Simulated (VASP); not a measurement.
The input files of a VASP run:

**INCAR**
```
# general
SYSTEM =Cr
PREC   =Accurate
ENCUT  =500
LREAL  =.FALSE.
LASPH  =.TRUE.   # aspherical one-centre terms

# electronic loop
EDIFF  =1E-6   # SCF stop (eV)
NELM   =100   # most electronic steps
ALGO   =Normal
LMAXMIX=4

# smearing
ISMEAR =1   # Methfessel-Paxton
SIGMA  =0.1   # width (eV)

# functional
GGA    =PS

# ions
IBRION =2   # conjugate gradients
NSW    =40   # most ionic steps
ISIF   =3   # ions, shape and volume
EDIFFG =-0.02   # ionic stop
PSTRESS=200   # kbar

# output
LWAVE  =.FALSE.
LCHARG =.FALSE.
```

**POSCAR**
```
Cr
1
    2.7827289239     0.0000000000     0.0000000000
    0.0000000000     2.7827289239     0.0000000000
    0.0000000000     0.0000000000     2.7827289239
Cr
2
Direct
  0.0000000000   0.0000000000   0.0000000000
  0.5000000000   0.5000000000   0.5000000000
```

File KPOINTS:
```
Automatic mesh
0
Gamma
13 13 13
0 0 0
```

POTCAR, in this order: Cr_pv (PBE.64 set). Program: vasp_std.

### Question
Translate this PBEsol calculation to Ansatz.

### Answer
One equivalent input (not run):
Ansatz 0.2 input:
```yaml
crystal:
  lattice:
    - [2.7827289, 0.0000000, 0.0000000]
    - [0.0000000, 2.7827289, 0.0000000]
    - [0.0000000, 0.0000000, 2.7827289]
  atoms:
    - { symbol: Cr, position: [0.0000000, 0.0000000, 0.0000000] }
    - { symbol: Cr, position: [0.5000000, 0.5000000, 0.5000000] }
kpoints:
  mp_grid: { grid: [13, 13, 13] }
hamiltonian:
  xc: pbesol
  pseudopotentials: { kind: paw }
scf:
  occupations: { method: methfessel_paxton, width: 0.1 }
  max_iter: 100
relax:
  max_steps: 40
  f_tol: 0.02
  cell: { p_target: 20 }
output: { forces: true, stress: true, eigenvalues: true }
```
The two are equivalent in intent, not identical: each code has its own PAW files, so the cut-off isn't converted (ENCUT is set for VASP's; basis.ecutwfc is left out, and Ansatz then takes the one that its files recommend); Ansatz stops its SCF on the density residual and VASP on the energy change (EDIFF).

The compound is Cr in the bcc, AFM order structure. This run relaxes it under an external pressure of 20 GPa. Symmetry was kept, so distortions that lower it aren't found.
